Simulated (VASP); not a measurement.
Level of theory: r2SCAN meta-GGA, VASP's PBE PAW potentials (set 64) (plane waves; VASP).

VASP input:

**INCAR**
```
! general
SYSTEM   =  BeTe(110) slab
PREC     =  Normal
ENCUT    =  400
LREAL    =  F
LASPH    =  T

! electronic loop
EDIFF    =  1E-5
NELM     =  100
NELMIN   =  4
ALGO     =  Normal
LMAXMIX  =  4
LMIXTAU  =  T

! smearing
ISMEAR   =  0
SIGMA    =  0.05

! functional
METAGGA  =  R2SCAN

! ions
IBRION   =  2
NSW      =  120
ISIF     =  2
EDIFFG   =  -0.03

! output
LWAVE    =  T
LCHARG   =  F

! other
LDIPOL   =  T
IDIPOL   =  3
DIPOL    =  0.5 0.5 0.5
```

**POSCAR**
```
BeTe(110) slab
1
    5.6627725193    -0.0000000000    -0.0000000000
   -0.0000000000     4.0041846696     0.0000000000
    0.0000000000     0.0000000000    27.0998707854
Be Te
6 6
Direct
  0.9522218064   0.0000000000   0.6701761292
  0.5200358932   0.5000000000   0.6147083278
  0.0057600233   0.0000000000   0.5380463310
  0.5057600233   0.5000000000   0.4619536690
  0.0200358932   0.0000000000   0.3852916722
  0.4522218064   0.5000000000   0.3298238708
  0.2663208289   0.0000000000   0.6114689243
  0.7505189167   0.5000000000   0.6922873527
  0.2551425314   0.0000000000   0.4624802168
  0.7551425314   0.5000000000   0.5375197832
  0.2505189167   0.0000000000   0.3077126473
  0.7663208289   0.5000000000   0.3885310757
```

### KPOINTS
```
Automatic mesh
0
Gamma
4 5 1
0 0 0
```

POTCAR, in this order: Be Te (PBE.64 set). Program: vasp_std.

The run wrote:

### OSZICAR
```
...
DAV:   6    -0.182799433191E+03   -0.62101E-04   -0.71539E-05   607   0.704E-02    0.195E-02
DAV:   7    -0.182799464127E+03   -0.30936E-04   -0.70168E-06   468   0.235E-02    0.222E-02
DAV:   8    -0.182799523625E+03   -0.59499E-04   -0.10655E-05   417   0.259E-02    0.171E-02
DAV:   9    -0.182799509888E+03    0.13738E-04   -0.14117E-04   558   0.974E-02    0.126E-02
DAV:  10    -0.182799524923E+03   -0.15035E-04   -0.68029E-06   384   0.231E-02    0.111E-02
DAV:  11    -0.182799520057E+03    0.48658E-05   -0.79820E-07   440   0.707E-03
   3 F= -.18279952E+03 E0= -.18279952E+03  d E =-.123996E-01
       N       E                     dE             d eps       ncg     rms          rms(c)
DAV:   1    -0.182799718705E+03   -0.19378E-03   -0.21139E-02   558   0.670E-01    0.768E-02
DAV:   2    -0.182799860612E+03   -0.14191E-03   -0.80574E-04   558   0.142E-01    0.302E-02
DAV:   3    -0.182799880426E+03   -0.19814E-04   -0.67162E-05   600   0.459E-02    0.236E-02
DAV:   4    -0.182799813479E+03    0.66946E-04   -0.10449E-04   558   0.705E-02    0.944E-03
DAV:   5    -0.182799803213E+03    0.10266E-04   -0.19465E-05   486   0.345E-02    0.219E-03
DAV:   6    -0.182799814706E+03   -0.11492E-04   -0.31579E-06   426   0.145E-02    0.305E-03
DAV:   7    -0.182799813637E+03    0.10690E-05   -0.58871E-07   426   0.651E-03
   4 F= -.18279981E+03 E0= -.18279981E+03  d E =-.126932E-01
       N       E                     dE             d eps       ncg     rms          rms(c)
DAV:   1    -0.182803746922E+03   -0.39322E-02   -0.19405E-01   558   0.189E+00    0.289E-01
DAV:   2    -0.182803884239E+03   -0.13732E-03   -0.84177E-03   677   0.401E-01    0.833E-02
DAV:   3    -0.182804544526E+03   -0.66029E-03   -0.30094E-04   695   0.101E-01    0.739E-02
DAV:   4    -0.182804775277E+03   -0.23075E-03   -0.12856E-04   642   0.733E-02    0.220E-02
DAV:   5    -0.182805073883E+03   -0.29861E-03   -0.18653E-04   572   0.756E-02    0.130E-02
DAV:   6    -0.182805089670E+03   -0.15787E-04   -0.52645E-06   461   0.147E-02    0.147E-02
DAV:   7    -0.182805088795E+03    0.87486E-06   -0.80688E-07   461   0.513E-03
   5 F= -.18280509E+03 E0= -.18280509E+03  d E =-.527516E-02
       N       E                     dE             d eps       ncg     rms          rms(c)
DAV:   1    -0.182804738633E+03    0.35104E-03   -0.46146E-01   558   0.292E+00    0.451E-01
DAV:   2    -0.182805804768E+03   -0.10661E-02   -0.19443E-02   684   0.605E-01    0.121E-01
DAV:   3    -0.182807107033E+03   -0.13023E-02   -0.64438E-04   696   0.149E-01    0.110E-01
DAV:   4    -0.182807505240E+03   -0.39821E-03   -0.27830E-04   657   0.107E-01    0.293E-02
DAV:   5    -0.182808111151E+03   -0.60591E-03   -0.37532E-04   579   0.111E-01    0.208E-02
DAV:   6    -0.182808136150E+03   -0.24999E-04   -0.10545E-05   468   0.206E-02    0.229E-02
DAV:   7    -0.182808140815E+03   -0.46651E-05   -0.22451E-06   461   0.101E-02
   6 F= -.18280814E+03 E0= -.18280814E+03  d E =-.832718E-02
       N       E                     dE             d eps       ncg     rms          rms(c)
DAV:   1    -0.182809837233E+03   -0.17011E-02   -0.21379E-01   558   0.196E+00    0.309E-01
DAV:   2    -0.182810967334E+03   -0.11301E-02   -0.10657E-02   684   0.435E-01    0.808E-02
DAV:   3    -0.182811103713E+03   -0.13638E-03   -0.36224E-04   640   0.110E-01    0.710E-02
DAV:   4    -0.182811308695E+03   -0.20498E-03   -0.12901E-04   656   0.729E-02    0.237E-02
DAV:   5    -0.182811543611E+03   -0.23492E-03   -0.95467E-05   593   0.563E-02    0.985E-03
DAV:   6    -0.182811560518E+03   -0.16907E-04   -0.42054E-06   468   0.143E-02    0.118E-02
DAV:   7    -0.182811561567E+03   -0.10484E-05   -0.69952E-06   384   0.194E-02
   7 F= -.18281156E+03 E0= -.18281156E+03  d E =-.342075E-02
       N       E                     dE             d eps       ncg     rms          rms(c)
DAV:   1    -0.182811743185E+03   -0.18267E-03   -0.91154E-02   558   0.128E+00    0.192E-01
DAV:   2    -0.182812170443E+03   -0.42726E-03   -0.45606E-03   656   0.287E-01    0.607E-02
DAV:   3    -0.182812210225E+03   -0.39782E-04   -0.15908E-04   646   0.736E-02    0.511E-02
DAV:   4    -0.182812302360E+03   -0.92135E-04   -0.65470E-05   663   0.509E-02    0.202E-02
DAV:   5    -0.182812446106E+03   -0.14375E-03   -0.48138E-05   579   0.392E-02    0.837E-03
DAV:   6    -0.182812448448E+03   -0.23419E-05   -0.23625E-06   461   0.108E-02
   8 F= -.18281245E+03 E0= -.18281245E+03  d E =-.430763E-02
       N       E                     dE             d eps       ncg     rms          rms(c)
DAV:   1    -0.182812442057E+03    0.40494E-05   -0.75882E-03   558   0.370E-01    0.619E-02
DAV:   2    -0.182812462562E+03   -0.20505E-04   -0.38089E-04   684   0.824E-02    0.152E-02
DAV:   3    -0.182812471102E+03   -0.85407E-05   -0.11738E-05   405   0.212E-02    0.108E-02
DAV:   4    -0.182812505507E+03   -0.34404E-04   -0.10176E-05   391   0.200E-02    0.349E-03
DAV:   5    -0.182812538439E+03   -0.32932E-04   -0.92924E-06   378   0.192E-02    0.123E-03
DAV:   6    -0.182812549360E+03   -0.10921E-04   -0.15536E-06   440   0.907E-03    0.120E-03
DAV:   7    -0.182812554812E+03   -0.54521E-05   -0.22923E-06   349   0.113E-02
   9 F= -.18281255E+03 E0= -.18281255E+03  d E =-.441400E-02
       N       E                     dE             d eps       ncg     rms          rms(c)
DAV:   1    -0.182813484353E+03   -0.93499E-03   -0.52581E-02   558   0.101E+00    0.137E-01
DAV:   2    -0.182813655222E+03   -0.17087E-03   -0.21353E-03   684   0.199E-01    0.434E-02
DAV:   3    -0.182813672628E+03   -0.17406E-04   -0.95163E-05   610   0.545E-02    0.352E-02
DAV:   4    -0.182813699206E+03   -0.26577E-04   -0.13032E-05   476   0.239E-02    0.181E-02
DAV:   5    -0.182813822779E+03   -0.12357E-03   -0.41777E-05   565   0.378E-02    0.477E-03
DAV:   6    -0.182813838613E+03   -0.15835E-04   -0.20961E-06   468   0.981E-03    0.558E-03
DAV:   7    -0.182813843735E+03   -0.51220E-05   -0.47353E-07   398   0.482E-03
  10 F= -.18281384E+03 E0= -.18281384E+03  d E =-.128892E-02
       N       E                     dE             d eps       ncg     rms          rms(c)
DAV:   1    -0.182813745258E+03    0.93355E-04   -0.91115E-02   558   0.133E+00    0.182E-01
DAV:   2    -0.182814082796E+03   -0.33754E-03   -0.36970E-03   684   0.262E-01    0.574E-02
DAV:   3    -0.182814142675E+03   -0.59879E-04   -0.14571E-04   646   0.677E-02    0.459E-02
DAV:   4    -0.182814198716E+03   -0.56041E-04   -0.22042E-05   508   0.301E-02    0.243E-02
DAV:   5    -0.182814403797E+03   -0.20508E-03   -0.68321E-05   579   0.481E-02    0.657E-03
DAV:   6    -0.182814419349E+03   -0.15552E-04   -0.39441E-06   468   0.129E-02    0.780E-03
DAV:   7    -0.182814438898E+03   -0.19549E-04   -0.12755E-06   419   0.699E-03    0.712E-03
DAV:   8    -0.182814496933E+03   -0.58035E-04   -0.10734E-05   350   0.207E-02    0.112E-03
DAV:   9    -0.182814516603E+03   -0.19670E-04   -0.65593E-06   433   0.180E-02    0.150E-03
DAV:  10    -0.182814523406E+03   -0.68030E-05   -0.11758E-06   377   0.752E-03
  11 F= -.18281452E+03 E0= -.18281452E+03  d E =-.196859E-02
       N       E                     dE             d eps       ncg     rms          rms(c)
DAV:   1    -0.182814660817E+03   -0.14421E-03   -0.65755E-02   558   0.104E+00    0.157E-01
DAV:   2    -0.182814274425E+03    0.38639E-03   -0.28618E-03   663   0.221E-01    0.443E-02
DAV:   3    -0.182814903140E+03   -0.62871E-03   -0.19022E-04   579   0.770E-02    0.372E-02
DAV:   4    -0.182814967085E+03   -0.63945E-04   -0.16295E-05   492   0.234E-02    0.215E-02
DAV:   5    -0.182815217768E+03   -0.25068E-03   -0.14739E-04   558   0.694E-02    0.674E-03
DAV:   6    -0.182815252737E+03   -0.34969E-04   -0.96381E-06   433   0.221E-02    0.434E-03
DAV:   7    -0.182815256199E+03   -0.34622E-05   -0.13688E-06   419   0.939E-03
  12 F= -.18281526E+03 E0= -.18281526E+03  d E =-.732794E-03
```

File OUTCAR:
```
------------------------ aborting loop because EDIFF is reached ----------------------------------------
  FORCE on cell =-STRESS in cart. coord.  units (eV):
  Direction    XX          YY          ZZ          XY          YZ          ZX
  --------------------------------------------------------------------------------------
  Total       -0.8308712     -1.5241123     -0.3859578      0.0000000      0.0000000      0.0000000
  in kB       -2.1663761     -3.9739017     -1.0063288      0.0000000      0.0000000      0.0000000
  external PRESSURE =      -2.3822022 kB  Pullay stress =       0.0000000 kB
  volume of cell :      614.48
      direct lattice vectors                 reciprocal lattice vectors
     5.662772519  0.000000000  0.000000000     0.176591943  0.000000000  0.000000000
     0.000000000  4.004184670  0.000000000     0.000000000  0.249738731  0.000000000
     0.000000000  0.000000000 27.099870785     0.000000000  0.000000000  0.036900545
 POSITION                                       TOTAL-FORCE (eV/Angst)
 -----------------------------------------------------------------------------------
      5.34712      0.00000     18.08417         0.013193      0.000000     -0.008010
      2.92450      2.00209     16.63167        -0.009271      0.000000     -0.005187
      0.08011      0.00000     14.52421        -0.004440      0.000000      0.012155
      2.91150      2.00209     12.57566        -0.004440      0.000000     -0.012155
      0.09311      0.00000     10.46820        -0.009271      0.000000      0.005187
      2.51573      2.00209      9.01570         0.013193      0.000000      0.008010
      1.50320      0.00000     16.54554        -0.006058      0.000000      0.003782
      4.23124      2.00209     18.72019         0.008845      0.000000     -0.028238
      1.48646      0.00000     12.52224        -0.002269      0.000000      0.008170
      4.31785      2.00209     14.57763        -0.002269      0.000000     -0.008170
      1.39985      0.00000      8.37969         0.008845      0.000000      0.028238
      4.33458      2.00209     10.55434        -0.006058      0.000000     -0.003782
 -----------------------------------------------------------------------------------
    total drift:                                0.001408     -0.000000     -0.000004
  FREE ENERGIE OF THE ION-ELECTRON SYSTEM (eV)
  ---------------------------------------------------
  free  energy   TOTEN  =      -182.8152561994 eV

  energy  without entropy=     -182.8152561994  energy(sigma->0) =     -182.81525620

 reached required accuracy - stopping structural energy minimisation
```
(Selected blocks of OUTCAR.)

CONTCAR:
```
BeTe(110) slab
   1.00000000000000
     5.6627725192999998    0.0000000000000000    0.0000000000000000
     0.0000000000000000    4.0041846695999999    0.0000000000000000
     0.0000000000000000    0.0000000000000000   27.0998707854000003
  Be              Te
     6     6
Direct
     0.9442581906470368    0.0000000000000000    0.6673156658716990
     0.5164427544300400    0.5000000000000000    0.6137178644167407
     0.0141467884572055    0.0000000000000000    0.5359513762907385
     0.5141467884572052    0.5000000000000000    0.4640486237092613
     0.0164427544300401    0.0000000000000000    0.3862821355832592
     0.4442581906470367    0.5000000000000000    0.3326843341283011
     0.2654526367466768    0.0000000000000000    0.6105392679697556
     0.7472022245118983    0.5000000000000000    0.6907850446985364
     0.2624974051071408    0.0000000000000000    0.4620775602432670
     0.7624974051071407    0.5000000000000000    0.5379224397567328
     0.2472022245118983    0.0000000000000000    0.3092149553014636
     0.7654526367466769    0.5000000000000000    0.3894607320302446
```

OUTCAR:
```
 val. band max:       -1.0061366394   @ k =   0.0000   0.0000   0.0000

 cond. band min:       1.1773697081   @ k =   0.0000   0.4000   0.0000


 Fermi energy:        -0.7622033086

 k-point     1 :       0.0000    0.0000    0.0000
  band No.  band energies     occupation
      1     -13.4303      2.00000
      2     -12.9881      2.00000
      3     -12.3252      2.00000
      4     -11.8410      2.00000
      5     -11.6143      2.00000
      6     -11.6121      2.00000
      7      -6.0377      2.00000
      8      -5.6079      2.00000
      9      -5.0716      2.00000
     10      -4.9047      2.00000
     11      -4.2425      2.00000
     12      -3.9083      2.00000
     13      -3.7779      2.00000
     14      -3.4625      2.00000
     15      -3.2986      2.00000
     16      -3.0809      2.00000
     17      -2.5909      2.00000
     18      -2.4603      2.00000
     19      -2.2306      2.00000
     20      -1.8152      2.00000
     21      -1.5315      2.00000
     22      -1.3018      2.00000
     23      -1.3012      2.00000
     24      -1.0061      2.00000
     25       1.6360      0.00000
     26       2.1486      0.00000
     27       2.3513      0.00000
     28       2.7736      0.00000
     29       2.8893      0.00000
     30       3.3113      0.00000
     31       3.4365      0.00000

 k-point     2 :       0.2500    0.0000    0.0000
  band No.  band energies     occupation
      1     -13.2355      2.00000
      2     -12.8327      2.00000
      3     -12.2734      2.00000
      4     -12.0329      2.00000
      5     -11.8118      2.00000
      6     -11.7994      2.00000
      7      -6.0205      2.00000
      8      -5.8239      2.00000
      9      -5.5345      2.00000
     10      -4.7935      2.00000
     11      -4.0479      2.00000
     12      -3.6772      2.00000
     13      -3.2172      2.00000
     14      -3.1936      2.00000
     15      -3.1564      2.00000
     16      -2.8767      2.00000
     17      -2.3949      2.00000
...
```

Unless said otherwise, spin-orbit coupling is left out, though it shifts the bands of the heavy elements here.

The cell is a thin slab with vacuum, built from BeTe (zinc blende): (110) face.
